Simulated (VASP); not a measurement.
```yaml
crystal:
  lattice:
    - [4.94429, 0.00000, 0.00000]
    - [0.00000, 4.94429, 0.00000]
    - [0.00000, 0.00000, 4.94429]
  atoms:
    - { symbol: Ca, position: [0.00000, 0.50000, 0.50000] }
    - { symbol: Ca, position: [0.50000, 0.00000, 0.50000] }
    - { symbol: Ca, position: [0.50000, 0.50000, 0.00000] }
    - { symbol: Sn, position: [0.00000, 0.00000, 0.00000] }
```

Calculation: PBEsol GGA, VASP's PBE PAW potentials (set 64) (plane waves; VASP 6.6.1). Numerical set-up: 400 eV cut-off, Gaussian smearing of 0.050 eV, potentials Ca_sv Sn_d.

Problem. Give the energies of bands 18 to 25 at the high-symmetry points, in eV from the Fermi level.

Solution. 
```csv
band,Γ,X,M,R
18,-7.12,-6.52,-6.19,-6.15
19,-1.62,-3.18,-2.25,-1.19
20,0.08,-0.41,-2.25,-1.19
21,0.08,-0.41,-0.70,-1.19
22,0.08,-0.15,-0.49,-0.23
23,0.39,1.42,1.52,-0.23
24,0.39,1.68,1.78,-0.23
25,1.23,1.97,1.78,0.79
```

It has no gap at this level: it comes out as a metal or semimetal.

The structure comes from a computed database's Ca3Sn entry (Pm-3m); how it stands against other phases isn't given here. It was relaxed first.
